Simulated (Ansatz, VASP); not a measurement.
# Sn in two plane-wave programs, part 2 of 2

Aim: how closely do two programs agree when they are given the same cell, functional and k mesh? The cell is taken from a series of runs on this material, whose earlier steps may have relaxed, scaled, displaced or heated it; both programs get it as it stands.

VASP 6.6.1 and Ansatz 0.2.0.

So far: The structure; VASP: zone-centre phonons, PBEsol.

**2. VASP: zone-centre phonons, PBEsol (continued)**

Level of this step: PBEsol; plane waves and PAW (Sn_d) (VASP).

Numbers of over 12 decimals in the logs are rounded to 6 here.

From OUTCAR (step 2):

```text
ion  position               nearest neighbor table
   1  0.500  0.500  0.500-   2 2.82   2 2.82   2 2.82   2 2.82
   2  0.750  0.750  0.750-   1 2.82   1 2.82   1 2.82   1 2.82

  LATTYP: Found a trigonal (rhomboedric) cell.
 ALAT       =     4.6053957125
 COS(alpha) =     0.4986310159

 Subroutine GETGRP returns: Found 12 space group operations
 (whereof  6 operations were pure point group operations)

The static configuration has the point symmetry C_3v.
 The point group associated with its full space group is D_3d.

   k-points           NKPTS =   1728   k-points in BZ     NKDIM =   1728   number of bands    NBANDS=     20

   dimension x,y,z NGX =    36 NGY =   36 NGZ =   36
   dimension x,y,z NGXF=    72 NGYF=   72 NGZF=   72

   ENCUT  =  500.0 eV  36.75 Ry    6.06 a.u.   8.40  8.40  8.40*2*pi/ulx,y,z

   NELECT =      28.0000    total number of electrons

 k-points in reciprocal lattice and weights: Points of the shifted mesh
   0.04166667  0.04166667  0.04166667       0.001
   0.04166667  0.04166667  0.12500000       0.001
   0.04166667  0.04166667  0.20833333       0.001
   0.04166667  0.04166667  0.29166667       0.001
   0.04166667  0.04166667  0.37500000       0.001
   0.04166667  0.04166667  0.45833333       0.001
   0.04166667  0.04166667  0.54166667       0.001
   0.04166667  0.04166667  0.62500000       0.001
   0.04166667  0.04166667  0.70833333       0.001
[...]
0.95833333  0.95833333  0.87500000       0.001
   0.95833333  0.95833333  0.95833333       0.001

 average (electrostatic) potential at core
       1-101.4371       2-101.4371

  Total        0.1553464      0.1553464      0.1553464      0.0006319      0.0006319      0.0006319
  in kB        3.5961345      3.5961345      3.5961345      0.0146280      0.0146280      0.0146280
  external PRESSURE =       3.5961345 kB  Pullay stress =       0.0000000 kB

  energy-cutoff  :      500.00
  volume of cell :       69.21
      direct lattice vectors                 reciprocal lattice vectors
    -0.004456583  3.256505014  3.256505014    -0.153224017  0.153433994  0.153433994
     3.256505014 -0.004456583  3.256505014     0.153433994 -0.153224017  0.153433994
     3.256505014  3.256505014 -0.004456583     0.153433994  0.153433994 -0.153224017

 POSITION                                       TOTAL-FORCE (eV/Angst)
 -----------------------------------------------------------------------------------
      3.25320      3.25320      3.25320        -0.000388     -0.000388     -0.000388
      4.88249      4.88249      4.88249         0.000388      0.000388      0.000388
 -----------------------------------------------------------------------------------
    total drift:                               -0.000000     -0.000000      0.000000

 Eigenvectors and eigenvalues of the dynamical matrix
 ----------------------------------------------------

   1 f  =    5.704631 THz    35.843257 2PiTHz  190.286024 cm-1    23.592449 meV
             X         Y         Z           dx          dy          dz
      3.253205  3.253205  3.253205     0.408248    0.408248    0.408248
      4.882487  4.882487  4.882487    -0.408248   -0.408248   -0.408248

   2 f  =    5.675633 THz    35.661054 2PiTHz  189.318737 cm-1    23.472521 meV
             X         Y         Z           dx          dy          dz
      3.253205  3.253205  3.253205     0.500000   -0.500000    0.000000
      4.882487  4.882487  4.882487    -0.500000    0.500000   -0.000000

   3 f  =    5.675633 THz    35.661054 2PiTHz  189.318737 cm-1    23.472521 meV
             X         Y         Z           dx          dy          dz
      3.253205  3.253205  3.253205     0.288675    0.288675   -0.577350
      4.882487  4.882487  4.882487    -0.288675   -0.288675    0.577350

   4 f  =    0.000000 THz     0.000000 2PiTHz    0.000002 cm-1     0.000000 meV
             X         Y         Z           dx          dy          dz
      3.253205  3.253205  3.253205     0.634733   -0.303255    0.071769
      4.882487  4.882487  4.882487     0.634733   -0.303255    0.071769

   5 f/i=    0.000000 THz     0.000000 2PiTHz    0.000001 cm-1     0.000000 meV
             X         Y         Z           dx          dy          dz
      3.253205  3.253205  3.253205     0.308437    0.588078   -0.242963
      4.882487  4.882487  4.882487     0.308437    0.588078   -0.242963

   6 f/i=    0.000000 THz     0.000001 2PiTHz    0.000004 cm-1     0.000000 meV
             X         Y         Z           dx          dy          dz
      3.253205  3.253205  3.253205     0.044511    0.249400    0.660165
      4.882487  4.882487  4.882487     0.044511    0.249400    0.660165

 ELASTIC MODULI CONTR FROM IONIC RELAXATION (kBar)
 Direction    XX          YY          ZZ          XY          YZ          ZX
 --------------------------------------------------------------------------------
 XX          -0.0101     -0.0007     -0.0007      0.8574     -0.4258      1.1514
 YY          -0.0007     -0.0101     -0.0007      1.1514      0.8574     -0.4258
 ZZ          -0.0007     -0.0007     -0.0101     -0.4258      1.1514      0.8574
 XY           0.8574      1.1514     -0.4258   -222.4681      1.7674      1.7674
 YZ          -0.4258      0.8574      1.1514      1.7674   -222.4681      1.7674
 ZX           1.1514     -0.4258      0.8574      1.7674      1.7674   -222.4681
 --------------------------------------------------------------------------------
```

**3. Ansatz: zone-centre phonons, PBEsol**

Ansatz runs on its PAW soft_1 files.

The same cell, functional, mesh and smearing now go to Ansatz, which takes its cutoff from its data sets.

input.yaml

```yaml
crystal:
  lattice:
    - [-0.004456583, 3.2565050136, 3.2565050136]
    - [3.2565050136, -0.004456583, 3.2565050136]
    - [3.2565050136, 3.2565050136, -0.004456583]
  atoms:
    - { symbol: Sn, position: [0.4998352602, 0.4998352602, 0.4998352602] }
    - { symbol: Sn, position: [0.7501647398, 0.7501647398, 0.7501647398] }
kpoints:
  mp_grid: { grid: [12, 12, 12], shift: [0.5, 0.5, 0.5] }
hamiltonian:
  xc: pbesol
  pseudopotentials: { kind: paw, azcp: { folder: soft_1 }, xc_functional: pbe }
scf:
  occupations: { method: gaussian, width: 0.015 }
output:
  eigenvalues: true
phonons:
  method: dfpt
```

Run with:

```bash
> ansatz run input.yaml --threads 4 --pin off --max-ram 10240MiB --backend cpu --events-out ev --progress --plain --runs-dir out
```

The log of the run:

```text
Engine: ansatz 0.2.0, aarch64-unknown-linux-gnu
Pseudopotentials: kind: paw
Pseudopotential: Sn, paw, valence charge 14, recommended cutoff 420 eV (normal), soft_1/Sn.paw.azcp
Functional definition: PBEsol
  exchange = pbesol_x
  correlation = pbesol_c
Crystal: 2 atoms, lattice volume = 69.211 Å³
Basis set: ecut = 420 eV, 1363 PW (Γ), exchange–correlation on 64×64×64 points (8 copies of the dense FFT grid, shifted against one another)
Bands: 18, of which v1, the nominal top of the filled ones, is band 14 counted from 1 (13 counted from 0)
Symmetry: 12 space group operations
k-points: 468 of 1728 (irreducible under 2 space group operations, time reversal used)
Non-local potential: Sn, projectors of the file, l = 0: 2, l = 1: 2, l = 2: 2, l = 3: 1
PAW form: soft (Blöchl's): semilocal exchange-correlation on the pseudo side does not see the compensation charge
PAW frozen core: Sn, regenerated for the run's functional, and the local potential with it (the file was generated under x = pbe(κ = 0.804, μ = 0.219515), c = pbe(β = 0.066725))
PAW one-centre angular grid: Sn, 590 points (default); XC on 64 Gauss nodes
Initial density: superposition of atomic densities (chi_scale 0.1, normalization cell)
Initial wavefunctions: pseudopotential atomic-orbital guess
Functional: x = pbesol(κ = 0.804, μ = 0.123457), c = pbesol(β = 0.046)
SCF iter   1: F=—  HF=-11899.716393 eV  |F-HF|=—  |Δ(HF+E_count)|=         —  Δρ=2.15e-2  dr2=3.37e-1  ethr=3.10e-3  ⟨swp⟩=6.1  Hψ=46920  notcnv=0
preconditioner: auto → none  [insulator: Δε(μ)=0.060 eV  Ē_g=19.905 eV  σ=0.015 eV  W_gap=0.50  n_scr=14 (ndim 8)  ℏωp=23.6 eV  f_vac=0.007  D(μ)=0.18/eV (n_scr^D=0)  ε∞_Penn≈2.4]
SCF iter   2: F=—  HF=-11899.652904 eV  |F-HF|=—  |Δ(HF+E_count)|=   6.35e-2  Δρ=9.70e-3  dr2=6.21e-2  ethr=1.20e-3  ⟨swp⟩=2.0  Hψ=14015  notcnv=0
SCF iter   3: F=—  HF=-11899.645768 eV  |F-HF|=—  |Δ(HF+E_count)|=   7.14e-3  Δρ=8.62e-4  dr2=3.38e-4  ethr=2.22e-4  ⟨swp⟩=2.6  Hψ=12103  notcnv=0
SCF iter   4: F=—  HF=-11899.645930 eV  |F-HF|=—  |Δ(HF+E_count)|=   1.63e-4  Δρ=3.59e-4  dr2=3.89e-5  ethr=1.21e-6  ⟨swp⟩=2.0  Hψ=16696  notcnv=0
SCF iter   5: F=—  HF=-11899.645934 eV  |F-HF|=—  |Δ(HF+E_count)|=   3.29e-6  Δρ=3.98e-5  dr2=8.10e-7  ethr=1.39e-7  ⟨swp⟩=2.0  Hψ=14976  notcnv=0
SCF iter   6: F=—  HF=-11899.645935 eV  |F-HF|=—  |Δ(HF+E_count)|=   1.62e-6  Δρ=4.76e-6  dr2=1.83e-8  ethr=2.89e-9  ⟨swp⟩=2.1  Hψ=14781  notcnv=0
SCF iter   7: F=—  HF=-11899.645935 eV  |F-HF|=—  |Δ(HF+E_count)|=   1.66e-8  Δρ=1.52e-6  dr2=1.59e-9  ethr=6.53e-11  ⟨swp⟩=2.0  Hψ=14858  notcnv=0
SCF iter   8: F=—  HF=-11899.645935 eV  |F-HF|=—  |Δ(HF+E_count)|=   1.62e-9  Δρ=1.62e-7  dr2=1.80e-11  ethr=5.67e-12  ⟨swp⟩=2.0  Hψ=14862  notcnv=0
SCF iter   9: F=-11899.645935 eV  HF=-11899.645935 eV  |F-HF|=1.09e-11  |Δ(HF+E_count)|=  2.91e-11  Δρ=1.81e-8  dr2=2.06e-13  ethr=1.00e-12  ⟨swp⟩=6.7  Hψ=34036  notcnv=0
SCF 1 converged in 9 iterations: F = -11899.645935 eV  dr2 = 2.06e-13
  greatest PAW one-centre occupation: 0.991 electrons in one spin orbital (limit 2), on the Sn atom at site 1 (counted from 0), in its partial waves of l = 2
DFPT response loops at Γ: preconditioner auto → Kerker (q_TF=auto, 2.346 Å⁻¹) (partly filled bands, converged f_vac=0.085); β = 1.00, the filter's whole step (`scf.mixing.beta` (0.50) is not read by the response loops under this deck's `scf.mixing.preconditioner`; to damp them name `kerker` or `kerker_dos`, under which they read `scf.mixing.beta`, and type it under 1.00, their step now; both keys bind the ground state too); Broyden in place of MSR1
SCF converged after 9 iterations
Free energy (F): -11899.645935 eV
Harris-Foulkes:  -11899.645935 eV  (|F-HF|=1.09e-11)
Internal energy: -11899.645934 eV  (E = F + TS)
E sigma→0 (E₀):  -11899.645934 eV
Entropy (-TS):   -0.000002 eV (-0.001 meV/atom)
Fermi energy:    7.581319 eV
--- Per-component energies (eV) ---
  E_band       = -253.636927
  E_kinetic    = 337.040440
  E_local      = -2637.923942  (includes V_loc(G=0)·N_el)
  E_nonlocal   = 293.849674
  E_hartree    = 1281.246451
  E_xc         = -249.034990
  E_vxc        = -160.406560  (∫ρ·V_xc dr)
  E_paw        = -8592.685861  (= ΣΔE_a)
  E_vpaw       = -648.690024  (= ΣTr[D̂ρ^β])
  E_aug_tail   = 0.000575  (compensation charges beyond the density's cutoff)
  E_ewald      = -2332.707960
  E_core_change = 0.569679  (= ΣΔE_core)
  E_smearing   = -0.000002  (= −TS)
  E_closure    = -0.000000  (closes the sum)
  Σ components = -11899.645935   (vs F -11899.645935, Δ=0.00e0)
--- Band table (eV; the first three rows and the last of 468) ---
  k-point 0: bands = [... 10 lower, -2.9625, 6.5025, 7.6079, 7.6079, 7.8348, 9.7584, 9.7584, 9.7818]
  k-point 1: bands = [... 10 lower, -2.8739, 5.6675, 7.2324, 7.5405, 8.2137, 9.8536, 9.9124, 10.3211]
  k-point 2: bands = [... 10 lower, -2.6562, 4.4828, 6.8617, 7.2711, 8.2082, 10.1942, 10.3850, 11.1377]
  k-point 467: bands = [... 10 lower, -1.3707, 1.2990, 6.2572, 6.4281, 7.7162, 10.7205, 10.8418, 13.1897]
--- Phonons (Γ-DFPT): 1 representative perturbation + reference, on 468 of 1728 k-points (Σ response iterations 3) ---
  k mesh reduced under 2 symmetry operations, with k and −k counted as one. Each operation leaves every solved perturbation unchanged. A smaller set is not used because it would not reduce the number of displacements times k-points to solve
  ASR residual: 2.093e-5 → 0.000e0 eV/Å²; symmetrization residual: 1.073e-12 eV/Å²
  ASR residual per site (eV/Å²): 2.09e-5 2.09e-5
  Γ frequencies (cm⁻¹): 0.00 0.00 0.00 189.55 189.55 190.33
  non-analytic LO–TO correction: not included (Born effective charges unavailable; polar crystals: no LO–TO splitting at Γ)
```

In the SCF lines HF is the Harris–Foulkes energy and dr2 the Hartree energy of the density residual, in eV; the loop may stop once dr2 is under the threshold and the program's other checks hold. Hψ counts applications of the Hamiltonian.

**4. Side by side**

Known differences besides the potentials themselves: the cutoff is 420 eV in Ansatz and 500 eV in VASP; Ansatz makes its cores anew for this functional, VASP keeps those of its PBE data sets. Total energies have different zeros and are not compared.

The two programs side by side:

```csv
quantity,Ansatz,VASP,difference
optical mode 1 to 2 (cm⁻¹),189.6,189.3,+0.12 %
optical mode 3 (cm⁻¹),190.3,190.3,+0.02 %
```

Modes are paired by rising frequency, not by their patterns, so a pair may set unlike modes beside each other; they are those without the splitting of longitudinal modes.

**5. What came out**

| Property | Result |
| --- | --- |
| r.m.s. difference of the optical zone-centre modes, each program's sorted by frequency (zone-centre phonons, PBEsol) | 0.19 cm⁻¹ |

What this shows: The r.m.s. difference of the optical zone-centre modes, each program's sorted by frequency is 0.19 cm⁻¹ (zone-centre phonons, PBEsol). How closely two codes agree says nothing of how well the functional describes the real material.

[Lines on the potential files, build, host, timing and source positions are cut from VASP's logs without a mark.]

[Logs are printed without paths, hosts, clocks, repeated set-up lines and the standing remarks that a program may print on its own settings, such as how far it seeks lower states.]

[Hosts, paths, dates, database ids (printed as entryN), source tags and the programs' standing remarks are cut or masked in the printed files.]
